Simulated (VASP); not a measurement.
# NbP: electric field gradients with LDA

Crystal: NbP.

```
Nb P
1.0
    -1.67492    1.67492    5.74011
     1.67492   -1.67492    5.74011
     1.67492    1.67492   -5.74011
Nb P
2 2
Cartesian
  0.0000 0.0000 8.6088
  1.6749 0.0000 5.7387
  0.0000 0.0000 3.8200
  1.6749 0.0000 0.9500
```

The cell is a database's computed one.

| Quantity | Value |
| --- | --- |
| Program | VASP 6.6.1 |
| Task | electric field gradients |
| Functional | LDA |
| Potentials or basis | VASP PAW LDA potentials, release 64 (Nb_sv, P) |
| Cutoff | 520 eV |
| k mesh | 9 × 9 × 9 |
| Occupations | fermi-dirac, width 0.02 eV |
| Spin | no spin polarisation |
| Further INCAR settings | ALGO = Fast; EDIFF = 1e-07 |

```
Pressure               : -9.5 GPa
Largest force          : 0.008 eV/Å
Band gap on the k mesh : none (metal or under the smearing width)
```

Forces in eV/Å, atoms in the order of the input:
```
Nb   0.000  0.000  0.008
Nb   0.000  0.000  0.008
P    0.000  0.000 -0.008
P    0.000  0.000 -0.008
```

Stress tensor (GPa, compression positive):
```
-9.57  0.00  0.00
 0.00 -9.57  0.00
 0.00  0.00 -9.22
```

Levels at points of the mesh, in eV from the Fermi level:
| k point | band 16 | band 17 | band 18 | band 19 | band 20 | band 21 |
| --- | --- | --- | --- | --- | --- | --- |
| (0.00, 0.00, 0.00) | -1.75 | -1.37 | -1.37 | 0.79 | 1.56 | 3.05 |

Electric field gradients, principal values (V/Å²):
```
atom     Vxx      Vyy      Vzz
1 Nb   9.243    9.902  -19.145
2 Nb   9.243    9.902  -19.145
 3 P  -2.362  -10.106   12.468
 4 P  -2.362  -10.106   12.468
```

It took 12 min on 1 thread of Intel(R) Xeon(R) Platinum 8375C CPU @ 2.90GHz (Ice Lake), on a shared host, peak memory 0.31 GiB.
